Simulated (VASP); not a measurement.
Consider the following.

```
CELL_PARAMETERS angstrom
      0.00000     3.08513     3.08513
      3.08513     0.00000     3.08513
      3.08513     3.08513     0.00000
ATOMIC_POSITIONS crystal
  Pb 0.00000 0.00000 0.00000
  Se 0.50000 0.50000 0.50000
```

All values below come from rev-vdW-DF2, VASP's PBE PAW potentials (set 64) (plane waves; VASP). Run with 520 eV cut-off, 8×8×8 Γ-centred mesh, Gaussian smearing of 0.050 eV, potentials Pb_d Se.

**Question.** Give the energy at these volumes per atom, relative to the lowest: 27.55, 28.43, 29.31, 30.19, 31.07 Å³.

**Answer.** 19.6, 4.9, 0.0, 3.4, 14.0 meV/atom. A third-order Birch-Murnaghan fit gives B0 = 50.1 GPa and B0′ = 4.5.

Measured: a 6.105 Å at 120 K (computed value off by +1.1 %), as given by Noda, Masumoto, Ohba, Saito, Toriumi, Iwata, Shibuya, Acta Cryst. C 43, 1443 (1987), by a structure database's card. The calculation is for a static lattice, while the measured a holds thermal and zero-point effects, which are part of the difference.

The compound is PbSe in the rock salt structure. It was relaxed first.
